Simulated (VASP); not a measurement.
An input for Ansatz (written as the equivalent of a VASP run, and not itself run):

Ansatz 0.2 input:
```yaml
crystal:
  lattice:
    - [1.9539189, -3.3842869, 0.0000000]
    - [1.9539189, 3.3842869, 0.0000000]
    - [0.0000000, 0.0000000, 5.1024881]
  atoms:
    - { symbol: Ni, position: [0.0000000, 0.0000000, 0.5000000] }
    - { symbol: Ni, position: [0.0000000, 0.0000000, 0.0000000] }
    - { symbol: Sb, position: [0.3333330, 0.6666670, 0.2500000] }
    - { symbol: Sb, position: [0.6666670, 0.3333330, 0.7500000] }
kpoints:
  mp_grid: { grid: [8, 8, 6] }
hamiltonian:
  xc: r2scan
  pseudopotentials: { kind: paw }
scf:
  occupations: { method: methfessel_paxton, width: 0.1 }
  max_iter: 100
relax:
  max_steps: 60
  f_tol: 0.02
  cell: {}
output: { forces: true, stress: true, eigenvalues: true }
```

Question: Translate this input to VASP (INCAR, KPOINTS, POSCAR, choice of POTCAR).

Answer: Several could match; the one computed here: 
INCAR:
```
LASPH  =  .True.   ! aspherical one-centre terms
NSW  =  60
ISIF  =  3   ! ions, shape and volume
METAGGA  =  R2SCAN
LMIXTAU  =  .True.
PREC  =  Accurate
SYSTEM  =  NiSb
IBRION  =  2
LWAVE  =  .False.
EDIFF  =  1E-6
LREAL  =  .False.
ISMEAR  =  1
EDIFFG  =  -0.02   ! ionic stop
ENCUT  =  400   ! plane-wave cut-off (eV)
LCHARG  =  .False.
LMAXMIX  =  4   ! l cut-off of mixed one-centre charges
ALGO  =  Normal   ! blocked Davidson
SIGMA  =  0.1   ! width (eV)
NELM  =  100   ! most electronic steps
```

File POSCAR:
```
NiSb
1.0
  1.9539188732  -3.3842869227   0.0000000000
  1.9539188732   3.3842869227   0.0000000000
  0.0000000000   0.0000000000   5.1024880808
Ni Sb
2 2
Cartesian
  0.0000000000   0.0000000000   2.5512440404
  0.0000000000   0.0000000000   0.0000000000
  1.9539188732   1.1280978971   1.2756220202
  1.9539188732  -1.1280978971   3.8268660606
```

KPOINTS:
```
K-points
0
gamma
  8 8 6
0 0 0
```

POTCAR, in this order: Ni Sb (PBE.64 set). Program: vasp_std.

Limits of the translation: each code has its own PAW files, so the cut-off isn't converted (ENCUT is set for VASP's; basis.ecutwfc is left out, and Ansatz then takes the one that its files recommend); Ansatz stops its SCF on the density residual and VASP on the energy change (EDIFF).

The compound is NiSb in the NiAs type structure. This run relaxes it. Symmetry was kept, so distortions that lower it aren't found. The start is the result of an earlier pass.
